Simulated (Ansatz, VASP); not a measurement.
# Zr (Zirconium) in two plane-wave programs, part 2 of 2

Aim: how closely do two programs agree when they are given the same cell, functional and k mesh? The structure shown comes from an earlier Ansatz run, which isn't shown and may have moved the atoms alone.

VASP 6.6.1 and Ansatz 0.2.0.

So far: Starting point; Ansatz: elastic constants, LDA.

### 3. VASP: elastic constants, LDA

Level of this step: LDA; plane waves and PAW (Zr_sv) (VASP).

The same cell, functional (in two slightly different forms), mesh and smearing now go to VASP, with its own data sets.

Lines of VASP's logs that name or quote its potential files are left out, and so is its time.

Input file INCAR:

```
SYSTEM = Zr
PREC = Accurate
ENCUT = 500
EDIFF = 1E-08
NELM = 120
ISMEAR = 0
SIGMA = 0.1
LREAL = .FALSE.
ALGO = Normal
GGA = PW92
NBANDS = 18
LASPH = .TRUE.
LORBIT = 11
LWAVE = .FALSE.
LCHARG = .FALSE.
ISIF = 3
IBRION = 6
NFREE = 2
POTIM = 0.015
NSW = 1
GGA_COMPAT = .FALSE.
KPAR = 2
```

Input file POSCAR:

```
Zr
1.0
    3.1472510381      0.0000000000      0.0000000000
   -1.5736255190      2.7255993511      0.0000000000
    0.0000000000      0.0000000000      5.0792059153
Zr
2
Direct
    0.3333333334      0.6666666668      0.2500000000
    0.6666666668      0.3333333334      0.7500000000
```

Input file KPOINTS:

```
Automatic mesh
0
Gamma
18 18 10
0 0 0
```

PAW data sets: Zr_sv (LDA family, release 64).

Command:

```bash
mpirun -np 2 vasp_std
```

Numbers of over 12 decimals in the logs are rounded to 6 here.

The log of the run:

```text
[banner, memory and clock lines left out]
running    2 mpi-ranks, on    1 nodes
 distrk:  each k-point on    1 cores,    2 groups
 distr:  one band on    1 cores,    1 groups

 POSCAR found type information on POSCAR Zr
 POSCAR found :  1 types and       2 ions
|                                                                             |
|               ----> ADVICE to this user running VASP <----                  |
|                                                                             |
|     You enforced a specific xc type in the INCAR file but a different       |
|     [... a line on the potential file left out ...]
|     I HOPE YOU KNOW WHAT YOU ARE DOING!                                     |
|                                                                             |

 LDA part: xc-table for (Slater(with rela. corr.)+PW92), standard interpolation
 POSCAR, INCAR and KPOINTS ok, starting setup
 FFT: planning ... GRIDC
 FFT: planning ... GRID_SOFT
 FFT: planning ... GRID
 WAVECAR not read
 entering main loop
       N       E                     dE             d eps       ncg     rms          rms(c)
DAV:   1     0.210348086999E+03    0.21035E+03   -0.13223E+04  8000   0.130E+03
DAV:   2    -0.386940943678E+01   -0.21422E+03   -0.21079E+03  9420   0.380E+02
DAV:   3    -0.189017546497E+02   -0.15032E+02   -0.14901E+02 14396   0.734E+01
DAV:   4    -0.192447541000E+02   -0.34300E+00   -0.34224E+00  9384   0.116E+01
DAV:   5    -0.192554082256E+02   -0.10654E-01   -0.10648E-01 11954   0.143E+00    0.163E+01
DAV:   6    -0.186772218985E+02    0.57819E+00   -0.86878E-01  8648   0.728E+00    0.665E+00
DAV:   7    -0.185648487459E+02    0.11237E+00   -0.56834E-01 11654   0.499E+00    0.107E+00
DAV:   8    -0.185678389683E+02   -0.29902E-02   -0.33381E-02 10502   0.149E+00    0.257E-01
DAV:   9    -0.185680861422E+02   -0.24717E-03   -0.11808E-03 10226   0.324E-01    0.313E-02
DAV:  10    -0.185680716224E+02    0.14520E-04   -0.38574E-05 11676   0.403E-02    0.242E-02
DAV:  11    -0.185680723821E+02   -0.75971E-06   -0.82543E-06  8746   0.338E-02    0.223E-03
DAV:  12    -0.185680723154E+02    0.66697E-07   -0.32575E-07 10866   0.385E-03    0.188E-03
DAV:  13    -0.185680723174E+02   -0.20063E-08   -0.24165E-08  6776   0.116E-03
   1 F= -.18568072E+02 E0= -.18562458E+02  d E =-.112289E-01
[... from here on, the cycles between the ionic steps are left out ...]
   2 F= -.18563544E+02 E0= -.18558007E+02  d E =-.110744E-01
   3 F= -.18563378E+02 E0= -.18557757E+02  d E =-.112418E-01
   9 F= -.18566713E+02 E0= -.18561104E+02  d E =-.112192E-01
  10 F= -.18567581E+02 E0= -.18562006E+02  d E =-.111491E-01
  11 F= -.18567581E+02 E0= -.18562006E+02  d E =-.111491E-01
  12 F= -.18567583E+02 E0= -.18562005E+02  d E =-.111561E-01
  13 F= -.18567583E+02 E0= -.18562005E+02  d E =-.111560E-01
  14 F= -.18568021E+02 E0= -.18562412E+02  d E =-.112186E-01
  15 F= -.18568021E+02 E0= -.18562412E+02  d E =-.112186E-01
  16 F= -.18567533E+02 E0= -.18561918E+02  d E =-.112313E-01
 Finite differences progress:
  Degree of freedom:   8/  8
  Displacement:        1/  2
  Total:              15/ 16
 bond charge predicted
       N       E                     dE             d eps       ncg     rms          rms(c)
DAV:   1    -0.185628522866E+02    0.46809E-02   -0.28158E+00 11880   0.174E+01    0.221E-01
DAV:   2    -0.185676723749E+02   -0.48201E-02   -0.61598E-02 12330   0.248E+00    0.111E-01
DAV:   3    -0.185675767819E+02    0.95593E-04   -0.10291E-03 19228   0.223E-01    0.511E-02
DAV:   4    -0.185675347741E+02    0.42008E-04   -0.63121E-05 13330   0.607E-02    0.741E-03
DAV:   5    -0.185675334690E+02    0.13051E-05   -0.51477E-06 17694   0.154E-02    0.291E-03
DAV:   6    -0.185675332477E+02    0.22125E-06   -0.49226E-07 13754   0.800E-03    0.702E-04
DAV:   7    -0.185675332337E+02    0.14076E-07   -0.49519E-08 14134   0.207E-03    0.316E-04
DAV:   8    -0.185675332300E+02    0.36935E-08   -0.10664E-08  7250   0.115E-03
  17 F= -.18567533E+02 E0= -.18561918E+02  d E =-.112313E-01
 Finite differences progress:
  Degree of freedom:   8/  8
  Displacement:        2/  2
  Total:              16/ 16
```

OUTCAR, selected parts (step 3):

```text
ion  position               nearest neighbor table
   1  0.333  0.667  0.250-   2 3.12   2 3.12   2 3.12   2 3.12   2 3.12   2 3.12
   2  0.667  0.333  0.750-   1 3.12   1 3.12   1 3.12   1 3.12   1 3.12   1 3.12

  LATTYP: Found a hexagonal cell.
 ALAT       =     3.1472510381
 C/A-ratio  =     1.6138547112

 Subroutine GETGRP returns: Found 24 space group operations
 (whereof 12 operations were pure point group operations)

The static configuration has the point symmetry D_3d.
 The point group associated with its full space group is D_6h.

 Found    222 irreducible k-points:

   k-points           NKPTS =    222   k-points in BZ     NKDIM =    222   number of bands    NBANDS=     18

   dimension x,y,z NGX =    24 NGY =   24 NGZ =   40
   dimension x,y,z NGXF=    48 NGYF=   48 NGZF=   80

   ENCUT  =  500.0 eV  36.75 Ry    6.06 a.u.   5.74  5.74  9.26*2*pi/ulx,y,z

   NELECT =      24.0000    total number of electrons

 k-points in reciprocal lattice and weights: Automatic mesh
   0.00000000  0.00000000  0.00000000       0.000
   0.05555556  0.00000000  0.00000000       0.002
   0.11111111  0.00000000  0.00000000       0.002
   0.16666667  0.00000000  0.00000000       0.002
   0.22222222  0.00000000  0.00000000       0.002
   0.27777778  0.00000000  0.00000000       0.002
   0.33333333 -0.00000000  0.00000000       0.002
   0.38888889  0.00000000  0.00000000       0.002
   0.44444444  0.00000000  0.00000000       0.002
[...]
0.33333333  0.27777778  0.50000000       0.004
   0.33333333  0.33333333  0.50000000       0.001

 average (electrostatic) potential at core
       1 -73.5318       2 -73.5318

 E-fermi :   9.5611

 k-point     1 :       0.0000    0.0000    0.0000
  band No.  band energies     occupation
    ...
      6     -16.4479      2.00000
      7     -16.4300      2.00000
      8     -16.4300      2.00000
      9       3.8222      2.00000
     10       6.3365      2.00000
     11      10.4148      0.00000
     12      10.4148      0.00000
     13      10.4412      0.00000
     14      10.9844      0.00000
     15      11.1376      0.00000
    ...

 k-point     2 :       0.0556    0.0000    0.0000
  band No.  band energies     occupation
    ...
      6     -16.4589      2.00000
      7     -16.4525      2.00000
      8     -16.4336      2.00000
      9       3.9178      2.00000
     10       6.4261      2.00000
     11      10.1004      0.00000
     12      10.5034      0.00000
     13      10.6950      0.00000
     14      10.7758      0.00000
     15      11.0511      0.00000
    ...

 k-point     3 :       0.1111    0.0000    0.0000
  band No.  band energies     occupation
    ...
      6     -16.5412      2.00000
      7     -16.4665      2.00000
      8     -16.4447      2.00000
      9       4.1953      2.00000
     10       6.6775      2.00000
     11       9.7089      0.03669
     12      10.2212      0.00000
     13      10.7665      0.00000
     14      10.7823      0.00000
     15      11.0288      0.00000
    ...

  Total        0.0035778      0.0035778      0.0250005      0.0000000      0.0000000      0.0000000
  in kB        0.1315641      0.1315641      0.9193267      0.0000000      0.0000000      0.0000000
  external PRESSURE =       0.3941517 kB  Pullay stress =       0.0000000 kB

  energy-cutoff  :      500.00
  volume of cell :       43.57
      direct lattice vectors                 reciprocal lattice vectors
     3.147251038  0.000000000  0.000000000     0.317737603  0.183445890  0.000000000
    -1.573625519  2.725599351  0.000000000     0.000000000  0.366891781  0.000000000
     0.000000000  0.000000000  5.079205915     0.000000000  0.000000000  0.196881169

 POSITION                                       TOTAL-FORCE (eV/Angst)
 -----------------------------------------------------------------------------------
      0.00000      1.81707      1.25480         0.000000      0.000000      0.072135
      1.57363      0.90853      3.80940        -0.000000     -0.000000     -0.072135
 -----------------------------------------------------------------------------------
    total drift:                               -0.000001     -0.000001     -0.000462

  FREE ENERGIE OF THE ION-ELECTRON SYSTEM (eV)
  ---------------------------------------------------
  free  energy   TOTEN  =       -18.5675332300 eV

  energy  without entropy=      -18.5563019392  energy(sigma->0) =      -18.56191758

  SYMMETRIZED ELASTIC MODULI (kBar)
 Direction    XX          YY          ZZ          XY          YZ          ZX
 --------------------------------------------------------------------------------
 XX        1510.4499    620.6364    816.8969      0.0000      0.0000      0.0000
 YY         620.6364   1510.4499    816.8969      0.0000      0.0000      0.0000
 ZZ         816.8969    816.8969   1732.3168      0.0000      0.0000     -0.0000
 XY           0.0000      0.0000      0.0000    444.9068      0.0000      0.0000
 YZ           0.0000      0.0000      0.0000      0.0000    161.3445      0.0000
 ZX          -0.0000      0.0000      0.0000     -0.0000      0.0000    161.3445
 --------------------------------------------------------------------------------

 Eigenvectors and eigenvalues of the dynamical matrix
 ----------------------------------------------------

   1 f  =    5.076031 THz    31.893646 2PiTHz  169.318183 cm-1    20.992770 meV
             X         Y         Z           dx          dy          dz
      0.000000  1.817066  1.269801     0.000000   -0.000000    0.707107
      1.573626  0.908533  3.809404    -0.000000   -0.000000   -0.707107

   2 f  =    1.558060 THz     9.789583 2PiTHz   51.971304 cm-1     6.443618 meV
             X         Y         Z           dx          dy          dz
      0.000000  1.817066  1.269801    -0.404279   -0.580137   -0.000000
      1.573626  0.908533  3.809404     0.404279    0.580137   -0.000000

   3 f  =    1.558060 THz     9.789583 2PiTHz   51.971304 cm-1     6.443618 meV
             X         Y         Z           dx          dy          dz
      0.000000  1.817066  1.269801    -0.580137    0.404279    0.000000
      1.573626  0.908533  3.809404     0.580137   -0.404279    0.000000

   4 f  =    0.000000 THz     0.000000 2PiTHz    0.000001 cm-1     0.000000 meV
             X         Y         Z           dx          dy          dz
      0.000000  1.817066  1.269801     0.659499   -0.248411    0.057900
      1.573626  0.908533  3.809404     0.659499   -0.248411    0.057900

   5 f/i=    0.000000 THz     0.000000 2PiTHz    0.000001 cm-1     0.000000 meV
             X         Y         Z           dx          dy          dz
      0.000000  1.817066  1.269801     0.254632    0.631782   -0.189772
      1.573626  0.908533  3.809404     0.254632    0.631782   -0.189772

   6 f/i=    0.000000 THz     0.000000 2PiTHz    0.000002 cm-1     0.000000 meV
             X         Y         Z           dx          dy          dz
      0.000000  1.817066  1.269801     0.014936    0.197846    0.678700
      1.573626  0.908533  3.809404     0.014936    0.197846    0.678700

 ELASTIC MODULI CONTR FROM IONIC RELAXATION (kBar)
 Direction    XX          YY          ZZ          XY          YZ          ZX
 --------------------------------------------------------------------------------
 XX        -164.4671    164.4671      0.0000     -0.0000      0.0000      0.0000
 YY         164.4671   -164.4671     -0.0000     -0.0000     -0.0000      0.0000
 ZZ           0.0000     -0.0000     -0.0000     -0.0000      0.0000      0.0000
 XY          -0.0000     -0.0000     -0.0000   -164.4671     -0.0000      0.0000
 YZ           0.0000     -0.0000      0.0000     -0.0000     -0.0000      0.0000
 ZX           0.0000      0.0000      0.0000      0.0000      0.0000      0.0000
 --------------------------------------------------------------------------------

 TOTAL ELASTIC MODULI (kBar)
 Direction    XX          YY          ZZ          XY          YZ          ZX
 --------------------------------------------------------------------------------
 XX        1345.9828    785.1035    816.8969      0.0000      0.0000      0.0000
 YY         785.1035   1345.9828    816.8969      0.0000     -0.0000      0.0000
 ZZ         816.8969    816.8969   1732.3168      0.0000      0.0000     -0.0000
 XY           0.0000      0.0000      0.0000    280.4397     -0.0000      0.0000
 YZ           0.0000     -0.0000      0.0000     -0.0000    161.3445      0.0000
 ZX          -0.0000      0.0000      0.0000     -0.0000      0.0000    161.3445
 --------------------------------------------------------------------------------

 total charge
# of ion       s       p       d       tot
------------------------------------------
    1        2.249   5.958   1.723   9.930
    2        2.249   5.958   1.723   9.930
--------------------------------------------------
tot          4.497  11.917   3.446  19.860

[... 3 further parts left out ...]
```

Levels, forces or a CONTCAR printed for this step are those of its last displaced cell, not of the structure at rest.

### 4. Differences

Known differences besides the potentials themselves: the cutoff is 420 eV in Ansatz and 500 eV in VASP; VASP's log shows a relativistic correction to its local exchange, Ansatz's none; VASP takes each elastic constant from one size of strain, Ansatz from those that its log lists. Total energies have different zeros and are not compared.

Compared:

```tsv
quantity	Ansatz	VASP	difference
C11 (GPa)	136.6	134.6	+1.48 %
C22 (GPa)	136.6	134.6	+1.48 %
C33 (GPa)	173.4	173.2	+0.09 %
C12 (GPa)	77.8	78.5	-0.85 %
C13 (GPa)	81.9	81.7	+0.28 %
C23 (GPa)	81.9	81.7	+0.28 %
C44 (GPa)	16.6	16.1	+3.05 %
C55 (GPa)	16.6	16.1	+3.05 %
C66 (GPa)	29.4	28.0	+4.75 %
```

### 5. What came out

| Property | Result |
| --- | --- |
| difference in C66 (elastic constants, LDA) | 4.8 % |

What this shows: The difference in C66 is 4.8 % (elastic constants, LDA), at about the 5 % picked in this series as the mark of a large difference. How closely two codes agree says nothing of how well the functional describes the real material.

[Lines on the potential files, build, host, timing and source positions are cut from VASP's logs without a mark.]

[Logs are printed without paths, hosts, clocks, repeated set-up lines and the standing remarks that a program may print on its own settings, such as how far it seeks lower states.]

[Hosts, paths, dates, database ids (printed as entryN), source tags and the programs' standing remarks are cut or masked in the printed files.]
